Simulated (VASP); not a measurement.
Given:

```
CELL_PARAMETERS angstrom
      0.00000     2.90238     2.90238
      2.90238     0.00000     2.90238
      2.90238     2.90238     0.00000
ATOMIC_POSITIONS crystal
  Cd 0.00000 0.00000 0.00000
  S  0.25000 0.25000 0.25000
```

All values below come from PBE GGA with D3 dispersion (Becke-Johnson damping), VASP's PBE PAW potentials (set 64) (plane waves; VASP). Run with 520 eV cut-off, 8×8×8 Γ-centred mesh, Gaussian smearing of 0.050 eV, potentials Cd S.

Task: The job: CdS (zinc blende), 2 atoms, PBE-D3(BJ), static run, 520 eV, 8×8×8 Γ-centred mesh. Roughly how much core time does it take on a busy server core?

Result: About 10 core-seconds (one run on a shared machine, a rough figure). It had 29 irreducible k-points, 13 bands, up to 1363 plane waves and 14 electronic steps.

The compound is CdS in the zinc blende structure, a metastable form; wurtzite is the usual one. This cell is one point of a volume scan, at 0.97 of the reference volume.
